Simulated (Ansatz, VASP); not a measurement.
# Ti5WC6 in VASP and in Ansatz

Contents of INCAR:

```
  PREC = Accurate
  ENCUT = 520
  EDIFF = 1E-6
  ISMEAR = 0
  SIGMA = 0.1
  LREAL = False
  LASPH = True
  NELM = 100
  ALGO = Normal
  ISIF = 2
  LWAVE = False
  LCHARG = False
  GGA = PE
  NBANDS = 61
```

Contents of KPOINTS:

```
regular mesh
0
Gamma
  6 6 1
```

POSCAR

```
Ti5WC6
1.0
    3.0634162000      0.0000000000      0.0000000000
   -1.5317081000      2.6529962000      0.0000000000
    0.0000000000      0.0000000000     15.0720941000
Ti W C
5 1 6
Direct
    0.6666667000      0.3333333000      0.6686580000
    0.3333333000      0.6666667000      0.3313420000
    0.6666667000      0.3333333000      0.1652460000
    0.0000000000      0.0000000000      0.0000000000
    0.3333333000      0.6666667000      0.8347540000
    0.0000000000      0.0000000000      0.5000000000
    0.3333333000      0.6666667000      0.5837050000
    0.6666667000      0.3333333000      0.4162950000
    0.0000000000      0.0000000000      0.2499310000
    0.3333333000      0.6666667000      0.0832990000
    0.6666667000      0.3333333000      0.9167010000
    0.0000000000      0.0000000000      0.7500690000
```

Input for Ansatz:

```yaml
crystal:
  lattice:
    - [3.0634162, 0.0, 0.0]
    - [-1.5317081, 2.6529962, 0.0]
    - [0.0, 0.0, 15.0720941]
  atoms:
    - { symbol: Ti, position: [0.6666667, 0.3333333, 0.668658] }
    - { symbol: Ti, position: [0.3333333, 0.6666667, 0.331342] }
    - { symbol: Ti, position: [0.6666667, 0.3333333, 0.165246] }
    - { symbol: Ti, position: [0.0, 0.0, 0.0] }
    - { symbol: Ti, position: [0.3333333, 0.6666667, 0.834754] }
    - { symbol: W, position: [0.0, 0.0, 0.5] }
    - { symbol: C, position: [0.3333333, 0.6666667, 0.583705] }
    - { symbol: C, position: [0.6666667, 0.3333333, 0.416295] }
    - { symbol: C, position: [0.0, 0.0, 0.249931] }
    - { symbol: C, position: [0.3333333, 0.6666667, 0.083299] }
    - { symbol: C, position: [0.6666667, 0.3333333, 0.916701] }
    - { symbol: C, position: [0.0, 0.0, 0.750069] }
basis:
  ecutwfc: 420
kpoints:
  mp_grid: { grid: [6, 6, 1] }
hamiltonian:
  xc: pbe
scf:
  occupations: { method: gaussian, width: 0.1 }
  lower_state_search: "off"
output:
  forces: true
  stress: true
  eigenvalues: true
```

Alike in both runs: task single point; functional PBE; k mesh 6 × 6 × 1; occupations gaussian, width 0.1 eV; no spin polarisation.

|  | VASP | Ansatz |
| --- | --- | --- |
| version | VASP 6.6.1 | Ansatz 0.2.0 |
| potentials or method | VASP PAW PBE potentials, release 64 (Ti_sv, W_sv, C) | scalar-relativistic, plane waves, PAW |
| plane-wave cutoff (eV) | 520 | 420 |
| valence electrons in the cell | 98 | 98 |

|  | VASP | Ansatz | Ansatz less VASP |
| --- | --- | --- | --- |
| gap on the k mesh at the Fermi level (eV) | none | none | - |
| pressure (GPa) | 0.4 | 0.0 | -0.34 |
| largest component of the traceless stress (GPa) | 0.84 | 0.82 | -0.016 |
| rms of the force components (eV/Å) | 0.092 | 0.093 | +0.0010 |

Atom by atom the forces differ by 0.005 eV/Å (rms over components). A gap of «none» marks a metal or a gap that the smearing closes.

Caveats: the k mesh is coarse (spacing up to 0.42 Å⁻¹), so the values aren't converged. The runs have no spin-orbit coupling, so splittings on W are missing.
